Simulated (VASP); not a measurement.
```
CELL_PARAMETERS angstrom
      1.94050    -3.36104     0.00000
      1.94050     3.36104     0.00000
      0.00000     0.00000     5.03476
ATOMIC_POSITIONS crystal
  Ni 0.00000 0.00000 0.50000
  Ni 0.00000 0.00000 0.00000
  Sb 0.33333 0.66667 0.25000
  Sb 0.66667 0.33333 0.75000
```

Method: LDA (Ceperley-Alder, Perdew-Zunger), VASP's LDA PAW potentials (set 64) (plane waves; VASP). Run with 520 eV cut-off, Gaussian smearing of 0.050 eV, potentials Ni Sb.

Question: Give the energies of bands 5 to 18 at the high-symmetry points, in eV from the Fermi level.

Answer: 
```tsv
band	Γ	M	K	A	L	H
5	-4.20	-3.71	-4.66	-3.39	-3.50	-5.30
6	-3.42	-3.43	-3.38	-3.39	-3.50	-5.30
7	-2.78	-3.34	-3.38	-2.99	-3.04	-2.97
8	-2.78	-3.25	-2.92	-2.99	-3.04	-2.97
9	-2.29	-3.05	-2.17	-2.26	-2.15	-2.24
10	-2.29	-2.34	-2.17	-2.26	-2.15	-2.24
11	-1.45	-2.27	-2.10	-2.26	-2.08	-2.17
12	-1.45	-2.03	-1.73	-2.26	-2.08	-2.17
13	-0.03	-1.73	-1.47	0.36	-1.95	-1.55
14	0.59	-1.51	-1.47	0.36	-1.95	-1.55
15	0.59	-1.43	-0.67	2.14	0.17	-1.39
16	2.56	-0.36	-0.67	2.14	0.17	-1.39
17	2.56	1.20	0.71	2.14	1.79	4.48
18	3.15	3.47	0.71	2.14	1.79	4.48
```

It has no gap at this level: it comes out as a metal or semimetal.

The compound is NiSb in the NiAs type structure. It was relaxed first. The run is not spin-polarised, so no magnetic state was tried.
